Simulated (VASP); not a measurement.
# Sr8Ti8NO23 (a cell with a defect) in VASP: a series of runs, part 2 of 2

VASP 6.6.1. Earlier steps stand in the parts before.

### 3 Single point, HSE06

POSCAR

```
Sr8Ti8NO23                              
1.0
    7.8804100000      0.0000000000      0.0000000000
    0.0000000000     -7.8804100000      0.0000000000
    0.0000000000      0.0000000000     -7.8804100000
  Sr              Ti              N               O             
     8     8     1    23
Direct
     0.2498828039593194    0.2505331437933018    0.2501268667050807
     0.2499644359467020    0.2506197141707569    0.7487536374037738
     0.2499404381166759    0.7493430495662792    0.2500198264256985
     0.2500137636047464    0.7492419119396293    0.7488374225260670
     0.7499622954620819    0.2550202119118094    0.2546437116928142
     0.7499793647366765    0.2551280780822794    0.7443155700606143
     0.7499623181675096    0.7447935974896043    0.2546393695812521
     0.7499820874006468    0.7446952853934407    0.7443463773773276
     0.0090173980849013    0.5000489988263187    0.4995382918176944
     0.9992068229453128    0.4998216739151153    0.9995783062074756
     0.9992174701752052    0.0000257163493065    0.4994356279153445
     0.9987805235660328    0.9998571001613210    0.9994523766823464
     0.4912985982709727    0.4998501129724620    0.4992516925373799
     0.5006532705646702    0.4999730937718055    0.9993275498318480
     0.5006871488686728    0.9998571145467274    0.4997109846469124
     0.5011058513809944    0.9999902041983306    0.9997267416619980
     0.2497533178151591    0.5003645632673558    0.4988925116880711
     0.2498053028809906    0.4999817971221369    0.0003366497266657
     0.2498165242449999    0.9997072094848147    0.4999569437985778
     0.2497641183985772    0.0000502326500646    0.9998291050075595
     0.7494376994378207    0.4997091158944447    0.5004091584418440
     0.7497497199819009    0.5000728196101523    0.9986067255082417
     0.7497649261703373    0.0004533289996109    0.4997955599180036
     0.7498936672453643    0.9999867628957043    0.9999918070622468
     0.9971108694379989    0.2472665702799706    0.4998050665527382
     0.9999976223093756    0.2496117219949086    0.9998321582384235
     0.9963487714239949    0.7529544129272516    0.4997968268461823
     0.0000632835501763    0.7505188130229008    0.9998292304287553
     0.5020882936541968    0.2471730262545419    0.4995783765571241
     0.4996366343079058    0.2495601876196889    0.9996587966955761
     0.5027685425335796    0.7529306183977071    0.4995830708708612
     0.4995666993663656    0.7504715982264335    0.9996659016915198
     0.9959957279498148    0.5000857314035499    0.2467843826130396
     0.9975295799335966    0.5001034990805818    0.7525039547864790
     0.0001054405132999    0.0000755731902866    0.2494091654677607
     0.9999617676864142    0.0000741252550428    0.7503315374182365
     0.5032452211457589    0.5000052931451293    0.2466262791737700
     0.5015162001865938    0.5000169446486323    0.7523719973429805
     0.4995337161127246    0.0000133913928758    0.2492899541269923
     0.4996743124619278    0.9999983461477238    0.7501891669647210
```

INCAR.step1

```
SYSTEM = Sr8Ti8NO23
  ALGO = Normal
  EDIFF = 1E-5
  ENCUT = 400
  GGA = PE
  ICORELEVEL = 1
  ISIF = 2
  ISMEAR = 0
  LASPH = .True.
  LCHARG = .False.
  LREAL = Auto
  LWAVE = .True.
  NELECT = 320.0
  NELM = 80
  PREC = Normal
  SIGMA = 0.01
```

INCAR.step2

```
SYSTEM = Sr8Ti8NO23
  ALGO = Normal
  EDIFF = 1E-6
  ENCUT = 400
  GGA = PE
  HFSCREEN = 0.2
  ICORELEVEL = 1
  ISIF = 2
  ISMEAR = 0
  ISTART = 1
  LASPH = .True.
  LCHARG = .False.
  LHFCALC = .True.
  LREAL = Auto
  LWAVE = .False.
  NELECT = 320.0
  NELM = 80
  PREC = Normal
  PRECFOCK = Fast
  SIGMA = 0.01
```

KPOINTS

```
k-points
0
Gamma
  1 1 1
  0 0 0
```

Potentials or basis: VASP PAW PBE potentials, release 64 (Sr_sv, Ti_sv, N, O).

Launch:

```sh
$ cat potpaw_PBE.64/Sr_sv/POTCAR potpaw_PBE.64/Ti_sv/POTCAR potpaw_PBE.64/N/POTCAR potpaw_PBE.64/O/POTCAR > POTCAR
$ cp INCAR.step1 INCAR
$ mpirun -np 8 vasp_gam > vasp.out
$ cp INCAR.step2 INCAR
$ mpirun -np 8 vasp_gam > vasp.out
```

OUTCAR:

```text
SYSTEM = Sr8Ti8NO23
   EDIFF = 1E-6
   ENCUT = 400
   GGA = PE
   HFSCREEN = 0.2
   ISIF = 2
   ISMEAR = 0
   ISTART = 1
   LASPH = .True.
   LHFCALC = .True.
   LREAL = Auto
   NELECT = 320.0
   NELM = 80
   PREC = Normal
   PRECFOCK = Fast

 ion  position               nearest neighbor table
   1  0.250  0.251  0.250-  17 2.78  18 2.78  39 2.79  26 2.79  30 2.79  35 2.79  19 2.79  20 2.79
                            29 2.80  25 2.80  37 2.80  33 2.81   9 3.37  13 3.37  11 3.41  10 3.41
   2  0.250  0.251  0.749-  17 2.78  19 2.78  40 2.79  36 2.79  30 2.79  18 2.79  38 2.79  26 2.79
                            29 2.79  20 2.80  25 2.80  34 2.80   9 3.37  13 3.37  15 3.41  14 3.42
   3  0.250  0.749  0.250-  17 2.77  18 2.78  32 2.79  28 2.79  39 2.79  19 2.79  35 2.79  20 2.79
                            31 2.80  37 2.80  33 2.80  27 2.81   9 3.37  13 3.37  10 3.42  14 3.42
   4  0.250  0.749  0.749-  17 2.78  19 2.78  32 2.79  40 2.79  38 2.79  18 2.79  36 2.79  28 2.79
                            34 2.80  20 2.80  31 2.80  27 2.80   9 3.36  13 3.37  14 3.41  15 3.41
   5  0.750  0.255  0.255-  21 2.73  33 2.74  37 2.74  25 2.74  29 2.75  23 2.79  22 2.79  26 2.81
                            35 2.81  30 2.82  39 2.82  24 2.84  13 3.40  11 3.41  10 3.41   9 3.41
   6  0.750  0.255  0.744-  21 2.72  25 2.74  34 2.75  29 2.75  38 2.75  23 2.78  22 2.78  36 2.81
                            40 2.82  26 2.82  30 2.82  24 2.85  13 3.41   9 3.41  15 3.41  14 3.41
   7  0.750  0.745  0.255-  21 2.74  33 2.74  37 2.74  27 2.74  31 2.74  22 2.79  23 2.79  28 2.81
                            32 2.82  35 2.82  39 2.82  24 2.84  13 3.41   9 3.41  10 3.41  11 3.41
   8  0.750  0.745  0.744-  21 2.72  27 2.74  31 2.74  34 2.74  38 2.75  22 2.78  23 2.79  36 2.82
                            28 2.82  40 2.82  32 2.82  24 2.85   9 3.41  13 3.41  14 3.41  15 3.41
   9  0.009  0.500  0.500-  17 1.90  25 1.99  33 1.99  27 2.00  34 2.00  21 2.05   4 3.36   2 3.37
[... 37 lines left out ...]
  39  0.500  0.000  0.249-  16 1.97  15 1.97   1 2.79   3 2.79   5 2.82   7 2.82
  40  0.500  1.000  0.750-  16 1.97  15 1.97   2 2.79   4 2.79   6 2.82   8 2.82

  LATTYP: Found a simple cubic cell.
 ALAT       =     7.8804100000

  Lattice vectors:

 A1 = (   7.8804100000,   0.0000000000,   0.0000000000)
 A2 = (   0.0000000000,  -7.8804100000,   0.0000000000)
 A3 = (   0.0000000000,   0.0000000000,  -7.8804100000)

Analysis of symmetry for initial positions (statically):
=====================================================================
 Subroutine PRICEL returns:
 Original cell was already a primitive cell.

 Routine SETGRP: Setting up the symmetry group for a
 simple cubic supercell.

 Subroutine GETGRP returns: Found  1 space group operations
 (whereof  1 operations were pure point group operations)
 out of a pool of 48 trial point group operations.

The static configuration has the point symmetry C_1 .

Analysis of symmetry for dynamics (positions and initial velocities):
=====================================================================
 Subroutine PRICEL returns:
 Original cell was already a primitive cell.

 Routine SETGRP: Setting up the symmetry group for a
 simple cubic supercell.

 Subroutine GETGRP returns: Found  1 space group operations
 (whereof  1 operations were pure point group operations)
 out of a pool of 48 trial point group operations.

The dynamic configuration has the point symmetry C_1 .

 Subroutine INISYM returns: Found  1 space group operations
 (whereof  1 operations are pure point group operations),
 and found     1 'primitive' translations

[... 157 lines left out ...]
   NELECT =     320.0000    total number of electrons
   NUPDOWN=      -1.0000    fix difference up-down
   EMIN   =  10.00;   EMAX   =-10.00  energy-range for DOS
   EFERMI =   0.00;   METHOD = LEGACY
   ISMEAR =     0;   SIGMA  =   0.01  broadening in eV -4-tet -1-fermi 0-gaus
   EFERMI_NEDOS =   21; number of points for ismear=-14 and -15
   IALGO  =     38    algorithm
   IMIX   =      1    mixing-type and parameters
     AMIX     =   0.40;   BMIX     =  1.00
     AMIX_MAG =   1.60;   BMIX_MAG =  1.00
  volume/ion in A,a.u.               =      12.23        82.56
  Fermi-wavevector in a.u.,A,eV,Ry     =   1.420941  2.685189 27.471156  2.019073
  Thomas-Fermi vector in A             =   2.541803
   LORBIT       =      0    0 simple, 1 ext, 2 COOP (PROOUT), +10 PAW based schemes
   GGA     = PE    functional components
   LHFCALC =     T    Hartree Fock is set to
   PRECFOCK=fast      Normal, Fast or Accurate (Low or Medium for compatibility)
   ENCUT4O =  -1.0   cutoff for four orbital integrals eV
   NKREDX  =     1    reduce k-point grid by
   NKREDY  =     1    reduce k-point grid by
   NKREDZ  =     1    reduce k-point grid by
   AEXX    =    0.2500 exact exchange contribution
   HFSCREEN=    0.2000 screening length (either q_TF or 0.3 A-1)
   HFSCREENC=   0.2000 screening length for correlation (either q_TF or 0.3 A-1)
   ENCUTFOCK=  -1.0 apply spherical cutoff to Coloumb kernel
   IVDW    =     0    specifies the selected vdW correction
   LEPSILON=     F    determine dielectric tensor
   LRPA    =     F    only Hartree local field effects (RPA)
 non-spin polarized calculation
 Gauss-broadening in eV      SIGMA  =   0.01
  energy-cutoff  :      400.00
  volume of cell :      489.38
 maximum number of plane-waves:      4463
  NGX = 28; NGY = 28; NGZ = 28

 number of electron     320.0001279 magnetization

 Free energy of the ion-electron system (eV)
  ---------------------------------------------------
  ext. energy  EPLUGINS =         0.00000000
  ---------------------------------------------------
  free energy    TOTEN  =      -379.33059023 eV

  energy without entropy =     -379.33059023  energy(sigma->0) =     -379.33059023

 the core state eigenenergies are
   1-  1s -15923.5278  2s  -2146.0669  2p  -1905.4626  3s   -322.0145  3p   -244.3836
       3d   -116.2800
   2-  1s -15923.5299  2s  -2146.0690  2p  -1905.4648  3s   -322.0165  3p   -244.3855
       3d   -116.2819
   3-  1s -15923.5266  2s  -2146.0657  2p  -1905.4614  3s   -322.0134  3p   -244.3824
       3d   -116.2788
   4-  1s -15923.5284  2s  -2146.0675  2p  -1905.4633  3s   -322.0150  3p   -244.3841
       3d   -116.2805
   5-  1s -15923.4990  2s  -2146.0382  2p  -1905.4340  3s   -321.9839  3p   -244.3529
       3d   -116.2494
   6-  1s -15923.4966  2s  -2146.0358  2p  -1905.4316  3s   -321.9815  3p   -244.3506
       3d   -116.2471
   7-  1s -15923.4984  2s  -2146.0376  2p  -1905.4334  3s   -321.9833  3p   -244.3524
       3d   -116.2489
   8-  1s -15923.4959  2s  -2146.0351  2p  -1905.4309  3s   -321.9809  3p   -244.3499
       3d   -116.2464
   9-  1s  -4859.5671  2s   -528.9579  2p   -436.1660
[... 29 lines left out ...]
  39-  1s   -499.9808
  40-  1s   -499.9811

 E-fermi :   3.7734     XC(G=0):  -9.1577

 val. band max:        3.6113975413   @ k =   0.0000   0.0000   0.0000
 cond. band min:       6.0080424356   @ k =   0.0000   0.0000   0.0000
 fundamental gap:      2.3966448942
 Fermi energy:         3.7734385354

 k-point     1 :       0.0000    0.0000    0.0000
  band No.  band energies     occupation
      1     -58.4374      2.00000
      2     -58.4331      2.00000
      3     -58.3447      2.00000
      4     -58.3441      2.00000
      5     -58.3429      2.00000
      6     -58.3423      2.00000
[... 164 lines left out ...]
    171       8.0431      0.00000
    172       8.0525      0.00000
 [bands above 172 left out]

------------------------ aborting loop because EDIFF is reached ----------------------------------------

  FORCE on cell =-STRESS in cart. coord.  units (eV):
  Direction    XX          YY          ZZ          XY          YZ          ZX
  --------------------------------------------------------------------------------------
  -------------------------------------------------------------------------------------
  Total      -12.1426427    -15.2578513    -15.2607563      0.0042439     -0.0015818      0.0074791
  in kB      -39.7536817    -49.9525337    -49.9620442      0.0138940     -0.0051785      0.0244858
  external PRESSURE =     -46.5560865 kB  Pullay stress =       0.0000000 kB

 VOLUME and BASIS-vectors are now :
 -----------------------------------------------------------------------------
  energy-cutoff  :      400.00
  volume of cell :      489.38
      direct lattice vectors                 reciprocal lattice vectors
     7.880410000  0.000000000  0.000000000     0.126896951  0.000000000  0.000000000
     0.000000000 -7.880410000  0.000000000     0.000000000 -0.126896951  0.000000000
     0.000000000  0.000000000 -7.880410000     0.000000000  0.000000000 -0.126896951

 POSITION                                       TOTAL-FORCE (eV/Angst)
 -----------------------------------------------------------------------------------
      1.96918     -1.97430     -1.97110         0.004027      0.030009      0.031074
      1.96982     -1.97499     -5.90049         0.001868      0.028392     -0.027381
      1.96963     -5.90513     -1.97026         0.001885     -0.029294      0.030097
      1.97021     -5.90433     -5.90115         0.000043     -0.028099     -0.026979
      5.91001     -2.00966     -2.00670        -0.000706     -0.047326     -0.048090
      5.91014     -2.01051     -5.86551        -0.000247     -0.047626      0.051168
[... 32 lines left out ...]
      3.93653     -0.00011     -1.96451        -0.080398     -0.005041      0.027121
      3.93764     -7.88040     -5.91180        -0.075653     -0.005750     -0.045801
 -----------------------------------------------------------------------------------
    total drift:                                0.019239      0.002145     -0.014689

  FREE ENERGIE OF THE ION-ELECTRON SYSTEM (eV)
  ---------------------------------------------------
  free  energy   TOTEN  =      -379.3305902332 eV

  energy  without entropy=     -379.3305902332  energy(sigma->0) =     -379.33059023
```

It took 2.6 min on 8 MPI ranks of Intel Xeon Platinum 8488C (Sapphire Rapids), shared host; peak memory 0.35 GiB.

What came out:

```yaml
Free_energy: -379.3306 eV
Largest_force: 1.248 eV/Å
Band_gap_on_the_k_mesh: 2.40 eV, direct
```

Forces on the atoms (eV/Å):
```
Sr   0.004  0.030  0.031
Sr   0.002  0.028 -0.027
Sr   0.002 -0.029  0.030
Sr   0.000 -0.028 -0.027
Sr  -0.001 -0.047 -0.048
Sr   0.000 -0.048  0.051
Sr   0.000  0.048 -0.046
Sr   0.001  0.047  0.050
Ti   1.246  0.026  0.046
Ti   0.245  0.030  0.033
Ti   0.247  0.027  0.066
Ti  -0.103  0.034  0.073
Ti  -1.056  0.028  0.038
Ti  -0.153  0.019  0.023
Ti  -0.151  0.026  0.033
Ti   0.158  0.016  0.035
N   -0.068 -0.013 -0.016
O   -0.028 -0.007 -0.009
O   -0.032 -0.006 -0.016
O   -0.005 -0.008 -0.012
O   -0.058 -0.011 -0.020
O   -0.028 -0.008 -0.003
O   -0.028 -0.008 -0.012
O   -0.024 -0.006 -0.017
O   -0.265  0.122 -0.013
O    0.064  0.007 -0.014
O   -0.265 -0.133 -0.013
O    0.067 -0.044 -0.015
O    0.233  0.104 -0.006
O   -0.076  0.028 -0.005
O    0.237 -0.132 -0.005
O   -0.079 -0.042 -0.005
O   -0.272 -0.008  0.107
O   -0.260 -0.007 -0.144
O    0.068 -0.009 -0.011
O    0.064 -0.008 -0.059
O    0.237 -0.006  0.091
O    0.234 -0.005 -0.147
O   -0.080 -0.005  0.027
O   -0.076 -0.006 -0.046
```

Core levels (eV, on the scale of the bands):
| atom | levels |
| --- | --- |
| 1 Sr | 1s -15923.5, 2s -2146.1, 2p -1905.5, 3s -322.0, 3p -244.4, 3d -116.3 |
| 2 Sr | 1s -15923.5, 2s -2146.1, 2p -1905.5, 3s -322.0, 3p -244.4, 3d -116.3 |
| 3 Sr | 1s -15923.5, 2s -2146.1, 2p -1905.5, 3s -322.0, 3p -244.4, 3d -116.3 |
| 4 Sr | 1s -15923.5, 2s -2146.1, 2p -1905.5, 3s -322.0, 3p -244.4, 3d -116.3 |
| 5 Sr | 1s -15923.5, 2s -2146.0, 2p -1905.4, 3s -322.0, 3p -244.4, 3d -116.2 |
| 6 Sr | 1s -15923.5, 2s -2146.0, 2p -1905.4, 3s -322.0, 3p -244.4, 3d -116.2 |

Caveat: the cell is charged against a uniform background, so pressure and absolute levels hang on convention; the cutoff is under 1.25 times the usual one of these potentials, so pressure, stress and relaxed cells hold a basis-set (Pulay) error; the PAW data sets were made with another functional, which shifts forces and pressure a little.
